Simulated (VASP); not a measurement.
Write the native input for VASP 6.6.1 that does the following.

```
Task                   : single point
Functional             : PBE
Potentials or basis    : VASP PAW PBE potentials, release 64 (Si)
Cutoff                 : 520 eV
k mesh                 : 8 × 8 × 8
Occupations            : gaussian, width 0.02 eV
Spin                   : no spin polarisation
Dipole correction      : no
Further INCAR settings : ALGO = Fast; EDIFF = 1e-06; NBANDS = 11
```

The structure of Si lies in POSCAR:

```
Si
1.0
    0.0000000000      2.7350468771      2.7350468771
    2.7350468771      0.0000000000      2.7350468771
    2.7350468771      2.7350468771      0.0000000000
Si
2
Direct
    0.7500000000      0.7500000000      0.7500000000
    0.5000000000      0.5000000000      0.5000000000
```

These files were run (other wordings do the same):

INCAR

```
ALGO = Fast ; EDIFF = 1E-6
ENCUT = 520 ; GGA = PE
ISIF = 2 ; ISMEAR = 0
LASPH = True ; LCHARG = False
LREAL = False ; LWAVE = False
NBANDS = 11 ; NELM = 100
PREC = Accurate ; SIGMA = 0.02
```

KPOINTS

```
k-points
0
Gamma
  8 8 8
```

Potentials or basis: VASP PAW PBE potentials, release 64 (Si).

Command:

```sh
$ cat potpaw_PBE.64/Si/POTCAR > POTCAR
$ mpirun -np 1 vasp_std > vasp.out
```

Results of the run:

| Quantity | Value |
| --- | --- |
| Pressure | -0.1 GPa |
| Band gap on the k mesh | 0.65 eV, indirect (least direct gap 2.56 eV) |

Run time: 14 s on 1 thread of Intel(R) Xeon(R) Platinum 8488C (Sapphire Rapids), with other jobs on the host, peak memory 0.15 GiB.
